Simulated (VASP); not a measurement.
A VASP calculation is set up with these files.

**INCAR**
```
# general
SYSTEM  = YN
PREC    = Accurate
ENCUT   = 520
LREAL   = F
LASPH   = T   # aspherical one-centre terms

# electronic loop
EDIFF   = 1E-6   # SCF stop (eV)
NELM    = 100   # most electronic steps
ALGO    = Normal   # blocked Davidson
LMAXMIX = 4   # l cut-off of mixed one-centre charges

# smearing
ISMEAR  = 0
SIGMA   = 0.05   # width (eV)

# ions
IBRION  = 2   # conjugate gradients
NSW     = 60   # most ionic steps
ISIF    = 3   # ions, shape and volume
EDIFFG  = -0.01

# output
LWAVE   = F
LCHARG  = F
```

POSCAR:
```
YN
1.0
  0.0000000000   2.4483600000   2.4483600000
  2.4483600000   0.0000000000   2.4483600000
  2.4483600000   2.4483600000   0.0000000000
Y N
1 1
Cart
  0.0000000000   0.0000000000   0.0000000000
  2.4483600000   2.4483600000   2.4483600000
```

### KPOINTS
```
kpoints
0
G
  8 8 8
```

POTCAR, in this order: Y_sv N (LDA.64 set). Program: vasp_std.

Problem. Write an equivalent input for Quantum ESPRESSO's pw.x.

Solution. One equivalent input (not run):
```
&CONTROL
  calculation = 'vc-relax'
  pseudo_dir = './pseudo'
  outdir = './out'
  tprnfor = .true.
  tstress = .true.
  nstep = 60
  forc_conv_thr = 0.00039
/
&SYSTEM
  ibrav = 0
  nat = 2
  ntyp = 2
  ecutwfc = 84
  occupations = 'smearing'
  smearing = 'gaussian'
  degauss = 0.003675
  input_dft = 'pz'
/
&ELECTRONS
  conv_thr = 7.3e-08
  electron_maxstep = 100
/
&IONS
/
&CELL
/
ATOMIC_SPECIES
  Y 88.906 Y.upf
  N 14.007 N.upf
CELL_PARAMETERS angstrom
     0.0000000    2.4483600    2.4483600
     2.4483600    0.0000000    2.4483600
     2.4483600    2.4483600    0.0000000
ATOMIC_POSITIONS crystal
  Y    0.0000000  0.0000000  0.0000000
  N    0.5000000  0.5000000  0.5000000
K_POINTS automatic
  8 8 8 0 0 0
```
Limits of the translation: the potentials are each code's own (VASP's PAW set, PseudoDojo norm-conserving files in pw.x), so ENCUT and ecutwfc are chosen apart and not converted; conv_thr bounds pw.x's estimated SCF error, while EDIFF bounds the energy change between steps; forc_conv_thr acts on force components and is met together with etot_conv_thr.

The structure comes from a computed database's YN entry (Fm-3m); how it stands against other phases isn't given here. This run relaxes it. Symmetry was kept, so distortions that lower it aren't found.
